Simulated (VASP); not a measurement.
Output of a VASP run:

File OSZICAR:
```
       N       E                     dE             d eps       ncg     rms          rms(c)
DAV:   1     0.772844341441E+02    0.77284E+02   -0.63961E+03  3304   0.846E+02
DAV:   2    -0.148198520744E+02   -0.92104E+02   -0.90360E+02  3294   0.309E+02
DAV:   3    -0.201165103037E+02   -0.52967E+01   -0.50423E+01  4690   0.545E+01
DAV:   4    -0.202166751100E+02   -0.10016E+00   -0.99637E-01  4276   0.875E+00
DAV:   5    -0.202196732016E+02   -0.29981E-02   -0.29966E-02  4646   0.146E+00    0.872E+00
DAV:   6    -0.192796922757E+02    0.93998E+00   -0.48260E+00  5256   0.248E+01    0.309E+00
DAV:   7    -0.192322716408E+02    0.47421E-01   -0.88286E-02  3846   0.260E+00    0.178E+00
DAV:   8    -0.192095280982E+02    0.22744E-01   -0.34001E-02  4556   0.147E+00    0.210E-01
DAV:   9    -0.192092208386E+02    0.30726E-03   -0.26735E-03  3916   0.403E-01    0.896E-02
DAV:  10    -0.192091920209E+02    0.28818E-04   -0.14591E-04  4790   0.125E-01    0.711E-02
DAV:  11    -0.192091869620E+02    0.50589E-05   -0.37217E-05  4676   0.578E-02    0.195E-02
DAV:  12    -0.192091845986E+02    0.23635E-05   -0.11287E-05  4978   0.400E-02    0.414E-03
DAV:  13    -0.192091845329E+02    0.65683E-07   -0.48274E-07  2468   0.843E-03
   1 F= -.19209185E+02 E0= -.19203322E+02  d E =-.117249E-01
```

**OUTCAR**
```
------------------------ aborting loop because EDIFF is reached ----------------------------------------
  FORCE on cell =-STRESS in cart. coord.  units (eV):
  Direction    XX          YY          ZZ          XY          YZ          ZX
  --------------------------------------------------------------------------------------
  Total        0.1956868      0.2740097      0.2020417     -0.1149150     -0.1063666      0.0198741
  in kB        4.5490491      6.3697881      4.6967781     -2.6713807     -2.4726597      0.4620039
  external PRESSURE =       5.2052051 kB  Pullay stress =       0.0000000 kB
  volume of cell :       68.92
      direct lattice vectors                 reciprocal lattice vectors
     4.100000000  0.000000000  0.000000000     0.243902439  0.000000000  0.000000000
     0.000000000  4.100000000  0.000000000     0.000000000  0.243902439  0.000000000
     0.000000000  0.000000000  4.100000000     0.000000000  0.000000000  0.243902439
 POSITION                                       TOTAL-FORCE (eV/Angst)
 -----------------------------------------------------------------------------------
      0.02974      4.07480      4.07278        -0.466793      0.135644      0.199985
      0.01590      1.99371      2.08663        -0.140662      0.365854     -0.263837
      2.00818      0.06026      1.99071         0.429746     -0.367568      0.356126
      2.04618      2.07124      0.04988         0.177708     -0.133930     -0.292273
 -----------------------------------------------------------------------------------
    total drift:                                0.000261     -0.000202     -0.000188
  FREE ENERGIE OF THE ION-ELECTRON SYSTEM (eV)
  ---------------------------------------------------
  free  energy   TOTEN  =       -19.2091845329 eV

  energy  without entropy=      -19.1974595870  energy(sigma->0) =      -19.20332206
```
(Selected blocks of OUTCAR.)

POSCAR:
```
Al3Sc
1
    4.1000000000     0.0000000000     0.0000000000
    0.0000000000     4.1000000000     0.0000000000
    0.0000000000     0.0000000000     4.1000000000
Sc Al
1 3
Direct
  0.0072530000  -0.0061470000  -0.0066380000
  0.0038780000   0.4862700000   0.5089330000
  0.4898000000   0.0146970000   0.4855380000
  0.4990690000   0.5051800000   0.0121670000
```

Question: Reconstruct the remaining input files.

Answer: Several could match; the one computed here: the input of the run itself, PBE GGA, plane waves, VASP's PBE PAW potentials (set 64).

**KPOINTS**
```
Automatic mesh
0
Gamma
6 6 6
0 0 0
```

**INCAR**
```
# general
SYSTEM  = Al3Sc
PREC    = Accurate
ENCUT   = 300
LREAL   = .FALSE.
LASPH   = .TRUE.

# electronic loop
EDIFF   = 1E-6
NELM    = 100
ALGO    = Normal
LMAXMIX = 4

# smearing
ISMEAR  = 0
SIGMA   = 0.1

# functional
GGA     = PE

# ions
ISIF    = 2

# output
LWAVE   = .FALSE.
LCHARG  = .FALSE.
```

POTCAR, in this order: Sc_sv Al (PBE.64 set). Program: vasp_std.

At this cut-off the stress carries a Pulay error, which pulls relaxed volumes low.

The structure is a typed Al3Sc crystal. The cell was not relaxed at this level, atoms are displaced from their ideal sites. The run is one of a series of settings (KPOINTS 6×6×6 Γ-centred mesh against the base run), some of them coarse on purpose.
